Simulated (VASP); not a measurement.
**SiMo3 with PBEsol: from relaxation to properties**

Wanted: the relaxed cell of SiMo3 and its properties. The steps: full relaxation (PBEsol), second relaxation, density, ELF and potential (PBEsol), bands along the symmetry lines (PBEsol), density of states (PBEsol), vibrations at Γ (PBEsol) and optical spectrum (PBEsol). The start is a cell from a database of measured crystal structures.

Program: VASP 6.6.1. Level of theory: PBEsol; plane waves and PAW (Si, Mo_sv). Results are calculated unless marked as measured.

Most raw output is cut from this account.

### 1. The starting structure

Before any relaxation, the start is as follows. The structure is cubic, space group Pm-3n (No. 223). The conventional cell has a = 4.889 Å, b = 4.889 Å, c = 4.889 Å, α = 90.00°, β = 90.00°, γ = 90.00°. Si has 12 Mo at 2.73 Å nearest. Nearest to Mo lie 2 Mo at 2.44 Å and 4 Si at 2.73 Å. Farther neighbours are not listed.

### 2. Full relaxation (PBEsol)

Properties are meant for the cell that this level of theory prefers, so cell and atoms are relaxed first (ISIF = 3) until forces and stress are small; EDIFFG sets the threshold. PBEsol restores the gradient expansion of exchange and is tuned for the cells of solids.

Input file INCAR:

```
SYSTEM = SiMo3
PREC = Accurate
ENCUT = 400
EDIFF = 1E-06
NELM = 100
ISMEAR = 1
SIGMA = 0.2
LREAL = .FALSE.
ALGO = Normal
GGA = PS
NBANDS = 57
LASPH = .TRUE.
LORBIT = 11
LWAVE = .FALSE.
LCHARG = .FALSE.
KPAR = 4
IBRION = 2
NSW = 60
ISIF = 3
EDIFFG = -0.01
```

Input file POSCAR:

```
SiMo3
1.0
    4.8890000000      0.0000000000      0.0000000000
    0.0000000000      4.8890000000      0.0000000000
    0.0000000000      0.0000000000      4.8890000000
Si Mo
2 6
Direct
    0.0000000000      0.0000000000      0.0000000000
    0.5000000000      0.5000000000      0.5000000000
    0.2500000000      0.0000000000      0.5000000000
    0.5000000000      0.7500000000      0.0000000000
    0.7500000000      0.0000000000      0.5000000000
    0.5000000000      0.2500000000      0.0000000000
    0.0000000000      0.5000000000      0.7500000000
    0.0000000000      0.5000000000      0.2500000000
```

Input file KPOINTS:

```
Automatic mesh
0
Gamma
4 4 4
0 0 0
```

PAW data sets: Si and Mo_sv (PBE family, release 64).

Started as:

```sh
$ mpirun -np 4 vasp_std
```

Run time: 21 s. Hardware: 4 MPI ranks of Intel Xeon Platinum 8488C (Sapphire Rapids), shared host; peak memory 0.78 GiB; 81 s of CPU time.

The k-mesh is coarse for a metal. The PAW data sets were made with PBE, which is usual practice but a small mismatch for other functionals. The run keeps the 48 symmetry operations of its start, so it cannot find a distortion of lower symmetry.

Step by step:

| step | energy less that of the first step (eV) | largest force (eV/Å) | pressure (GPa) | volume (Å³) |
| --- | --- | --- | --- | --- |
| 1 | 0.0000 | 0.0000 | -3.69 | 116.86 |
| 2 | 0.1067 | 0.0000 | 10.40 | 111.26 |
| 3 | -0.0188 | 0.0000 | -0.04 | 115.27 |

| conventional cell, symmetrised | before | after | change |
| --- | --- | --- | --- |
| a (Å) | 4.889 | 4.867 | -0.5 % |
| b (Å) | 4.889 | 4.867 | -0.5 % |
| c (Å) | 4.889 | 4.867 | -0.5 % |
| volume (Å³/atom) | 14.61 | 14.41 | -1.4 % |

Final coordinates:

```xyz
8
Lattice="4.8667 0.0000 0.0000 0.0000 4.8667 0.0000 0.0000 0.0000 4.8667" Properties=species:S:1:pos:R:3 pbc="T T T"
Si    0.0000    0.0000    0.0000
Si    2.4334    2.4334    2.4334
Mo    1.2167    0.0000    2.4334
Mo    2.4334    3.6500    0.0000
Mo    3.6500    0.0000    2.4334
Mo    2.4334    1.2167    0.0000
Mo    0.0000    2.4334    3.6500
Mo    0.0000    2.4334    1.2167
```

This step gave:

* electrons: 92
* bands: 57
* irreducible k-points: 10
* symmetry operations: 48
* free energy (TOTEN): -84.9725 eV
* energy at zero smearing: -84.9677 eV
* Fermi energy: 12.83 eV
* pressure: -0.03786 GPa
* metallic: yes
* SCF cycles over all ionic steps: 29

It ends with forces that vanish by symmetry and a pressure of -0.04 GPa. The volume lies -1.4 % from that of the database's start, which holds the thermal and zero-point expansion of its experiment.

### 3. Second relaxation

The basis stayed that of the start cell while the cell moved. A rerun from the cell reached resets it; the error of the finite cutoff stays.

INCAR is that of step 2.

Changes to POSCAR since step 2:

```diff
@@ -2,5 +2,5 @@
 1.0
-    4.8890000000      0.0000000000      0.0000000000
-    0.0000000000      4.8890000000      0.0000000000
-    0.0000000000      0.0000000000      4.8890000000
+    4.8667063328      0.0000000000      0.0000000000
+    0.0000000000      4.8667063328      0.0000000000
+    0.0000000000      0.0000000000      4.8667063328
 Si Mo
```

KPOINTS is that of step 2.

Started as:

```sh
$ mpirun -np 4 vasp_std
```

The job ended after 8.8 s (4 MPI ranks; peak memory 0.76 GiB; 32 s of CPU time).

Little changed from the start: no atom moved by 0.005 Å and no cell edge by 0.1 %.

Numbers from this step:

- free energy (TOTEN): -84.9642 eV
- energy at zero smearing: -84.9594 eV
- pressure: -0.1068 GPa
- SCF cycles over all ionic steps: 13

It ends with forces that vanish by symmetry and a pressure of -0.11 GPa. The volume moved by under 0.01 %: the run met its threshold at the first step.

### 4. Density, ELF and potential (PBEsol)

The relaxed cell gets a fresh self-consistent run, on a basis set for its own volume, to fix the density and to check the remaining stress.

Changes to INCAR since step 3:

```diff
@@ -14,7 +14,5 @@
 LWAVE = .FALSE.
-LCHARG = .FALSE.
-KPAR = 4
-IBRION = 2
-NSW = 60
-ISIF = 3
-EDIFFG = -0.01
+LCHARG = .TRUE.
+ISIF = 2
+LELF = .TRUE.
+LVHAR = .TRUE.
```

POSCAR is that of step 3.

KPOINTS is that of step 3.

Started as:

```sh
$ mpirun -np 4 vasp_std
```

The job ended after 8.2 s (4 MPI ranks; peak memory 0.51 GiB).

This step gave:

- SCF cycles: 13
- bands: 60
- pressure: -0.1074 GPa

Valence electrons inside each PAW sphere by angular momentum. Sphere charges, by row:

| atom | s (e) | p (e) | d (e) | tot (e) |
| --- | --- | --- | --- | --- |
| Si1 | 0.711 | 0.902 | 0 | 1.613 |
| Si2 | 0.711 | 0.902 | 0 | 1.613 |
| Mo3 | 2.34 | 6.211 | 4.101 | 12.65 |
| Mo4 | 2.34 | 6.211 | 4.101 | 12.65 |
| Mo5 | 2.34 | 6.211 | 4.101 | 12.65 |
| Mo6 | 2.34 | 6.211 | 4.101 | 12.65 |
| Mo7 | 2.34 | 6.211 | 4.101 | 12.65 |
| Mo8 | 2.34 | 6.211 | 4.101 | 12.65 |

Electrostatic potential energy in the ac plane at fractional y = 0.000, with atoms of Si and Mo within 0.2 Å of it. With pseudopotentials it is smooth inside the atoms' cores, unlike the true potential.

Values in eV, 14 rows by 14 columns, each cell a mean:
```
-77 -61 -20  -4  -1  -3  -4  -5  -4  -2  -1  -8 -36 -73
-44 -26  -8  -1   0  -1  -3  -3  -2   0   0  -3 -14 -36
 -9  -6  -3  -1   0   0   0   0   0   0  -1  -2  -4  -8
 -2  -3  -6  -8  -7  -3   0   0  -1  -5  -8  -8  -4  -2
 -3 -10 -27 -36 -34 -19  -5  -2  -9 -27 -37 -34 -20  -5
 -7 -27 -50 -60 -58 -41 -15  -7 -26 -50 -60 -57 -41 -16
-10 -35 -59 -69 -67 -50 -22 -11 -34 -59 -69 -66 -50 -23
 -9 -32 -55 -65 -63 -46 -19  -9 -31 -56 -66 -62 -46 -20
 -4 -18 -39 -49 -47 -30  -9  -4 -17 -39 -49 -46 -30  -9
 -2  -4 -12 -19 -17  -7  -1   0  -3 -12 -19 -17  -8  -2
 -4  -4  -3  -2  -1  -1   0   0   0  -1  -2  -2  -3  -4
-25 -14  -5  -1   0   0  -2  -2  -1   0   0  -2  -8 -20
-68 -47 -14  -3   0  -2  -4  -4  -3  -1  -1  -6 -26 -61
-77 -68 -25  -4  -1  -3  -5  -6  -4  -2  -2  -9 -44 -77
```
Columns run along a (4.9 Å; values clipped at the 3rd and 97th percentile), rows up along c (4.9 Å). Atoms in or near the plane, at fractional coordinates: Si at (0.00, 0.00), Mo at (0.25, 0.50), Mo at (0.75, 0.50).

ELF in the ac plane at fractional y = 0.000, with atoms of Si and Mo within 0.2 Å of it. It is the smooth field of the valence electrons, not physical close to the nuclei.

Ten even steps from '_' (0.07) to '@' (0.70), each cell a mean:
```
..==%%%%**==----==++##@@##::
**%%%%##**========++**%%%%##
@@%%**++==++++++++++==++##%%
##==::::::--++++==--::::--++
==::==##**----==::++##**----
--++@@@@@@%%==--++@@@@@@%%==
==%%@@++##@@++==##@@++##@@++
==##@@##%%@@++--**@@##%%@@++
==--##@@@@++------##@@@@++--
++--::----::==++--::==--::==
%%**==----==++**++==----++##
%%%%%%**++++======++**##%%%%
--**@@%%**==----==++##@@%%==
__--%%%%**==----====##@@**..
```
Columns run along a (4.9 Å), rows up along c (4.9 Å). Atoms in or near the plane, at fractional coordinates: Si at (0.00, 0.00), Mo at (0.25, 0.50), Mo at (0.75, 0.50).

Valence density in the ac plane at fractional y = 0.000, with atoms of Si and Mo within 0.2 Å of it. It is the smooth field of the valence electrons, not physical close to the nuclei.

Ten even steps from '_' (-0.1 e/Å³) to '@' (7.3 e/Å³), each cell a mean:
```
____________________________
____________________________
____________________________
____________________________
____..::::..______..::::..__
__..==##**--..__..==##**--..
..::##@@@@++....::##@@@@++..
__::**@@%%==....::**@@%%==..
__..::====..____..::====::__
______....__________....____
____________________________
____________________________
____________________________
____________________________
```
Columns run along a (4.9 Å), rows up along c (4.9 Å). Atoms in or near the plane, at fractional coordinates: Si at (0.00, 0.00), Mo at (0.25, 0.50), Mo at (0.75, 0.50).

In this run the pressure is -0.11 GPa, small enough to go on.

### 5. Bands along the symmetry lines (PBEsol)

The mesh alone shows little of the dispersion and can miss band extrema, so KPOINTS_OPT adds a path through the symmetry points after the self-consistent cycle.

Input file INCAR:

```
SYSTEM = SiMo3
PREC = Accurate
ENCUT = 400
EDIFF = 1E-06
NELM = 100
ISMEAR = 1
SIGMA = 0.2
LREAL = .FALSE.
ALGO = Normal
GGA = PS
NBANDS = 69
LASPH = .TRUE.
LORBIT = 11
LWAVE = .FALSE.
LCHARG = .FALSE.
KPAR = 4
```

POSCAR is that of step 4.

KPOINTS is that of step 4.

Input file KPOINTS_OPT:

```
Line mode
12
Line-mode
Reciprocal
  0.00000000   0.00000000   0.00000000 GAMMA
  0.00000000   0.50000000   0.00000000 X

  0.00000000   0.50000000   0.00000000 X
  0.50000000   0.50000000   0.00000000 M

  0.50000000   0.50000000   0.00000000 M
  0.00000000   0.00000000   0.00000000 GAMMA

  0.00000000   0.00000000   0.00000000 GAMMA
  0.50000000   0.50000000   0.50000000 R

  0.50000000   0.50000000   0.50000000 R
  0.00000000   0.50000000   0.00000000 X

  0.50000000   0.50000000   0.00000000 M
  0.50000000   0.50000000   0.50000000 R
```

Started as:

```sh
$ mpirun -np 4 vasp_std
```

Wall time 37 s (4 MPI ranks); peak memory 0.9 GiB.

Spin-orbit coupling is off here; it would split degenerate levels.

Numbers from this step:

```
bands    : 69
pressure : -0.1086 GPa
```

Electronic bands along the path, in eV, zero at the Fermi level; # counts the bands kept:

| point | #19 | #20 | #21 | #22 | #23 | #24 | #25 | #26 |
| --- | --- | --- | --- | --- | --- | --- | --- | --- |
| Γ | -1.56 | -1.56 | 1.31 | 1.31 | 1.31 | 2.15 | 2.45 | 2.45 |
| 0.45 of the way | -1.44 | -1.33 | 0.48 | 1.03 | 1.03 | 1.87 | 2.04 | 2.16 |
| X | -1.69 | -1.69 | 0.31 | 0.31 | 0.97 | 0.97 | 1.57 | 1.57 |
| 0.45 of the way | -1.65 | -1.37 | -0.04 | 0.13 | 0.22 | 0.51 | 0.64 | 0.65 |
| M | -1.12 | -0.83 | -0.83 | -0.73 | -0.70 | -0.48 | -0.05 | 0.31 |
| 0.45 of the way | -1.59 | -1.21 | -0.36 | 0.26 | 0.69 | 0.86 | 1.41 | 1.61 |
| Γ | -1.56 | -1.56 | 1.31 | 1.31 | 1.31 | 2.15 | 2.45 | 2.45 |
| 0.55 of the way | -1.69 | -1.69 | -0.69 | -0.69 | 0.72 | 0.72 | 1.26 | 1.51 |
| R | -1.15 | -1.15 | -1.15 | -1.15 | -1.15 | -1.15 | 1.33 | 1.33 |
| 0.45 of the way | -1.51 | -1.51 | -0.90 | -0.90 | -0.16 | -0.16 | 1.17 | 1.17 |
| X | -1.69 | -1.69 | 0.31 | 0.31 | 0.97 | 0.97 | 1.57 | 1.57 |
| jump to M | -1.12 | -0.83 | -0.83 | -0.73 | -0.70 | -0.48 | -0.05 | 0.31 |
| 0.55 of the way | -1.38 | -1.32 | -0.99 | -0.99 | -0.79 | -0.59 | 0.65 | 0.98 |
| R | -1.15 | -1.15 | -1.15 | -1.15 | -1.15 | -1.15 | 1.33 | 1.33 |

Of the projections kept (Si, Mo), the largest for each band there; the rest of the weight can lie on other orbitals:

| point | #19 | #20 | #21 | #22 | #23 | #24 | #25 | #26 |
| --- | --- | --- | --- | --- | --- | --- | --- | --- |
| Γ | Mo 1.00 | Mo 1.00 | Mo 1.00 | Mo 1.00 | Mo 1.00 | Mo 0.52 | Mo 1.00 | Mo 1.00 |
| X | Mo 0.98 | Mo 0.98 | Mo 0.98 | Mo 0.98 | Mo 1.00 | Mo 1.00 | Mo 1.00 | Mo 1.00 |
| M | Mo 1.00 | Mo 1.00 | Mo 1.00 | Mo 0.82 | Mo 1.00 | Mo 0.90 | Mo 1.00 | Mo 0.99 |
| Γ | Mo 1.00 | Mo 1.00 | Mo 1.00 | Mo 1.00 | Mo 1.00 | Mo 0.52 | Mo 1.00 | Mo 1.00 |
| R | Mo 0.97 | Mo 0.97 | Mo 0.97 | Mo 0.97 | Mo 0.97 | Mo 0.97 | Mo 0.99 | Mo 0.99 |
| X | Mo 0.98 | Mo 0.98 | Mo 0.98 | Mo 0.98 | Mo 1.00 | Mo 1.00 | Mo 1.00 | Mo 1.00 |

There is no gap at this level.

### 6. Density of states (PBEsol)

Here the states are counted by energy and projected on the atoms. The mesh is finer than in the run before.

Changes to INCAR since step 5:

```diff
@@ -5,3 +5,3 @@
 NELM = 100
-ISMEAR = 1
+ISMEAR = -5
 SIGMA = 0.2
@@ -16 +16,2 @@
 KPAR = 4
+NEDOS = 2001
```

POSCAR is that of step 5.

Input file KPOINTS:

```
Automatic mesh
0
Gamma
6 6 6
0 0 0
```

Started as:

```sh
$ mpirun -np 4 vasp_std
```

Elapsed: 15 s, on 4 MPI ranks; peak memory 0.87 GiB; 59 s of CPU time.

With tetrahedra the forces and stress of a metal are not exact derivatives of the energy.

This step gave:

| Property | Result |
| --- | --- |
| irreducible k-points | 20 |
| free energy (TOTEN) | -85.0775 eV |
| Fermi energy | 12.87 eV |
| pressure | -0.8093 GPa |
| DOS at the Fermi level | 4.125 states/eV/cell |

The density of states has structure finer than the step of the table below, so its rows give means over 0.5 eV, whole bins alone (the curve runs from -12.0 to 1.02 eV). Peaks (eV: height): total -3.71: 12.5, -3.47: 13.2, -2.05: 15.2, -1.50: 17.0; Mo d -3.71: 8.43, -3.47: 9.06, -2.05: 9.62, -1.50: 11.1; Mo p -3.39: 0.569, -2.84: 0.549, -2.05: 0.808, -1.50: 1.02; Si p -5.99: 0.631, -5.13: 0.871, -4.81: 0.926, -4.26: 0.779; Mo s -5.99: 1.27, -5.13: 0.746, -4.81: 0.679, -4.02: 0.352.

States under -12.0 eV and over 1.0 eV are left out. The density of states by energy, zero at the Fermi level; means over each step; values in states/eV/cell:

| energy (eV) | total | Mo d | Mo p | Si p | Mo s | Si s |
| --- | --- | --- | --- | --- | --- | --- |
| -11.0 | 0 | 0 | 0 | 0 | 0 | 0 |
| -10.5 | 0.163 | 0.00251 | 0.00162 | 1.9e-4 | 0.0339 | 0.0450 |
| -10.0 | 0.762 | 0.0275 | 0.0165 | 0.00150 | 0.126 | 0.223 |
| -9.5 | 2.08 | 0.188 | 0.0706 | 0.00327 | 0.194 | 0.666 |
| -9.0 | 4.93 | 0.707 | 0.201 | 0.00254 | 0.162 | 1.69 |
| -8.5 | 0.0716 | 0.00835 | 0.00416 | 0 | 8.1e-4 | 0.0260 |
| -8.0 | 0 | 0 | 0 | 0 | 0 | 0 |
| -7.5 | 0 | 0 | 0 | 0 | 0 | 0 |
| -7.0 | 0 | 0 | 0 | 0 | 0 | 0 |
| -6.5 | 0.117 | 0.0272 | 0.00238 | 0.0119 | 0.0240 | 6.7e-4 |
| -6.0 | 4.48 | 1.29 | 0.112 | 0.415 | 0.888 | 0.0379 |
| -5.5 | 3.87 | 1.28 | 0.116 | 0.363 | 0.640 | 0.0108 |
| -5.0 | 7.69 | 3.57 | 0.235 | 0.710 | 0.560 | 0.00607 |
| -4.5 | 7.45 | 4.03 | 0.226 | 0.607 | 0.333 | 0.00784 |
| -4.0 | 6.68 | 4.38 | 0.199 | 0.360 | 0.261 | 0.0165 |
| -3.5 | 10.5 | 7.10 | 0.419 | 0.311 | 0.273 | 0.0250 |
| -3.0 | 6.66 | 4.34 | 0.362 | 0.169 | 0.202 | 0.0157 |
| -2.5 | 4.81 | 3.36 | 0.210 | 0.0822 | 0.0875 | 0.0139 |
| -2.0 | 9.99 | 6.69 | 0.439 | 0.187 | 0.0728 | 0.0185 |
| -1.5 | 9.69 | 6.33 | 0.571 | 0.176 | 0.168 | 0.0313 |
| -1.0 | 2.33 | 1.74 | 0.0995 | 0.0313 | 0.0151 | 0.00350 |
| -0.5 | 3.72 | 2.73 | 0.159 | 0.0863 | 0.0306 | 0.00494 |
| 0.0 | 4.13 | 3.09 | 0.167 | 0.0874 | 0.0495 | 0.00613 |
| 0.5 | 4.26 | 3.31 | 0.124 | 0.0651 | 0.0455 | 0.0127 |

The finer mesh and the other smearing move the Fermi level by +0.05 eV from the 4×4×4 run, a small shift, which tests the Fermi level alone. Of the states within 0.3 eV of the Fermi level, the largest shares in the PAW spheres are Mo d 75 %. The rest lies in smaller channels or between the spheres.

### 7. Vibrations at Γ (PBEsol)

Zone-centre modes test whether the atoms sit at a minimum within this cell. IBRION = 8 takes the force constants from linear response, which needs tightly converged orbitals.

Input file INCAR:

```
SYSTEM = SiMo3
PREC = Accurate
ENCUT = 400
EDIFF = 1E-08
NELM = 100
ISMEAR = 1
SIGMA = 0.2
LREAL = .FALSE.
ALGO = Normal
GGA = PS
NBANDS = 57
LASPH = .TRUE.
LORBIT = 11
LWAVE = .FALSE.
LCHARG = .FALSE.
KPAR = 4
IBRION = 8
ISIF = 2
```

POSCAR is that of step 6.

KPOINTS is that of step 6.

Started as:

```sh
$ mpirun -np 4 vasp_std
```

Wall time 9.6 min (4 MPI ranks); peak memory 2.9 GiB.

Energies printed during the response cycles are not total energies of the cell.

This step gave:

- bands: 57
- pressure of the cell: -0.9960 GPa
- largest force of the cell: 0 eV/Å

The modes at Γ (shares of kinetic energy by element, %):

| mode | frequency (cm⁻¹) | symmetry | Si % | Mo % |
| --- | --- | --- | --- | --- |
| 1 | -0.1 | acoustic | 9 | 91 |
| 2 | -0.1 | acoustic | 9 | 91 |
| 3 | -0.1 | acoustic | 9 | 91 |
| 4 | 141.2 | T1u | 2 | 98 |
| 5 | 141.2 | T1u | 2 | 98 |
| 6 | 141.2 | T1u | 2 | 98 |
| 7 | 188.7 | T1g | 0 | 100 |
| 8 | 188.7 | T1g | 0 | 100 |
| 9 | 188.7 | T1g | 0 | 100 |
| 10 | 194.2 | T2u | 16 | 84 |
| 11 | 194.2 | T2u | 16 | 84 |
| 12 | 194.2 | T2u | 16 | 84 |
| 13 | 210.3 | T2g | 0 | 100 |
| 14 | 210.3 | T2g | 0 | 100 |
| 15 | 210.3 | T2g | 0 | 100 |
| 16 | 272.6 | A2g | 0 | 100 |
| 17 | 297.2 | Eg | 0 | 100 |
| 18 | 297.2 | Eg | 0 | 100 |
| 19 | 315.9 | T1u | 89 | 11 |
| 20 | 315.9 | T1u | 89 | 11 |
| 21 | 315.9 | T1u | 89 | 11 |
| 22 | 338.9 | T2u | 84 | 16 |
| 23 | 338.9 | T2u | 84 | 16 |
| 24 | 338.9 | T2u | 84 | 16 |

Displacements in mode 6 (141.2 cm⁻¹), the largest set to 1:
```
Si1 -0.08  0.03  0.32
Si2 -0.08  0.03  0.32
Mo3  0.25  0.04  0.45
Mo4 -0.11 -0.08  0.45
Mo5  0.25  0.04  0.45
Mo6 -0.11 -0.08  0.45
Mo7 -0.11  0.04 -1.00
Mo8 -0.11  0.04 -1.00
```

Displacements in mode 14 (210.3 cm⁻¹), the largest set to 1:
```
Si1  0.00  0.00  0.00
Si2  0.00  0.00  0.00
Mo3  0.00 -0.65  1.00
Mo4 -0.65  0.00  0.68
Mo5  0.00  0.65 -1.00
Mo6  0.65  0.00 -0.68
Mo7  1.00 -0.68  0.00
Mo8 -1.00  0.68  0.00
```

The three acoustic modes lie within 0.1 cm⁻¹ of zero, and all others are real. By the characters of their eigenvectors the optical modes sort into (cm⁻¹) Raman active: T2g 210, Eg 297; infrared active: T1u 141, T1u 316; silent: T1g 189, T2u 194, A2g 273, T2u 339. With a centre of inversion no mode is active in both.

### 8. Optical spectrum (PBEsol)

LOPTICS sums transitions from filled to empty bands. NBANDS is raised for it.

Input file INCAR:

```
SYSTEM = SiMo3
PREC = Accurate
ENCUT = 400
EDIFF = 1E-06
NELM = 100
ISMEAR = 1
SIGMA = 0.2
LREAL = .FALSE.
ALGO = Normal
GGA = PS
NBANDS = 110
LASPH = .TRUE.
LORBIT = 11
LWAVE = .FALSE.
LCHARG = .FALSE.
KPAR = 4
LOPTICS = .TRUE.
NEDOS = 1500
CSHIFT = 0.1
```

POSCAR is that of step 7.

KPOINTS is that of step 7.

Started as:

```sh
$ mpirun -np 4 vasp_std
```

It took 26 s on 4 MPI ranks; peak memory 1.6 GiB; 100 s of CPU time.

These are independent-particle spectra without excitons or local fields, and fine structure depends on the mesh and on CSHIFT. The intraband (Drude) part is not in this spectrum.

This step gave:

```yaml
bands: 110
free_energy_toten: -85.0829 eV
energy_at_zero_smearing: -85.0845 eV
pressure: -0.9993 GPa
```

The imaginary dielectric function, xx has structure finer than the step of the table below, so its rows give means over 1 eV, whole bins alone (the curve runs from 0 to 25.0 eV). Peaks (eV: height): 0.3: 327.

Imaginary dielectric function, xx against photon energy; means over each step:

| photon energy (eV) | imaginary dielectric function, xx |
| --- | --- |
| 1 | 56.4 |
| 2 | 33.1 |
| 3 | 25.9 |
| 4 | 21.1 |
| 5 | 13.5 |
| 6 | 10.5 |
| 7 | 7.85 |
| 8 | 6.02 |
| 9 | 4.35 |
| 10 | 3.58 |
| 11 | 3.28 |
| 12 | 3.00 |
| 13 | 1.93 |
| 14 | 1.66 |
| 15 | 1.31 |
| 16 | 1.22 |
| 17 | 1.02 |
| 18 | 0.876 |
| 19 | 0.747 |
| 20 | 0.690 |
| 21 | 0.587 |
| 22 | 0.539 |
| 23 | 0.506 |
| 24 | 0.452 |

Table of real dielectric function, xx by photon energy:

| photon energy (eV) | real dielectric function, xx |
| --- | --- |
| 0 | 504 |
| 1 | 2.56 |
| 2 | 5.26 |
| 3 | -1.41 |
| 4 | -1.49 |
| 5 | -6.98 |
| 6 | -3.93 |
| 7 | -4.88 |
| 8 | -4.41 |
| 9 | -4.01 |
| 10 | -2.25 |
| 11 | -2.33 |
| 12 | -2.31 |
| 13 | -2.06 |
| 14 | -1.46 |
| 15 | -1.20 |
| 16 | -1.11 |
| 17 | -0.775 |
| 18 | -0.594 |
| 19 | -0.485 |
| 20 | -0.366 |
| 21 | -0.199 |
| 22 | -0.0892 |
| 23 | -0.0453 |
| 24 | 0.141 |

At these settings, which differ from those of the relaxation, the cell is under a tension of 1.0 GPa.

### 9. Results

```json
{
 "relaxed volume": "14.41 Å³/atom",
 "relaxed conventional cell a, b, c": "4.867, 4.867, 4.867 Å",
 "space group after relaxing, within 0.02 Å": "Pm-3n (No. 223)",
 "band gap": "none, a metal",
 "DOS at the Fermi level": "4.12 states/eV/cell",
 "highest zone-centre mode": "339 cm⁻¹"
}
```

**Reading.** With PBEsol, SiMo3 relaxes to 14.41 Å³/atom in space group Pm-3n (held by the symmetry of the run) and comes out as a metal. Against the listed cell the volume lies -1.4 %. Bands along the symmetry lines (PBEsol): Of the bands kept, 5 cross the Fermi level on this path. Vibrations at Γ (PBEsol): The highest mode in this list at Γ, 338.9 cm⁻¹, is mostly motion of Si (84 % of the kinetic energy). Spin-orbit coupling is left out; it would split some degenerate bands. The k-sampling is coarse for a metal, so the Fermi level, pressures and the shape of the cell carry errors. Modes at Γ alone can't show that the crystal is stable at other wave vectors. No search among competing phases was made, and a listed structure need not be the one stable at ambient conditions. All values are for a static lattice at zero temperature.

[Lines on the potential files, build, host, timing and source positions are cut from VASP's logs without a mark.]

[Logs are printed without paths, hosts, clocks, repeated set-up lines and the standing remarks that a program may print on its own settings, such as how far it seeks lower states.]

[Hosts, paths, dates, database ids (printed as entryN), source tags and the programs' standing remarks are cut or masked in the printed files.]

[A measured line is paired with the nearest computed mode of its activity, which favours agreement.]
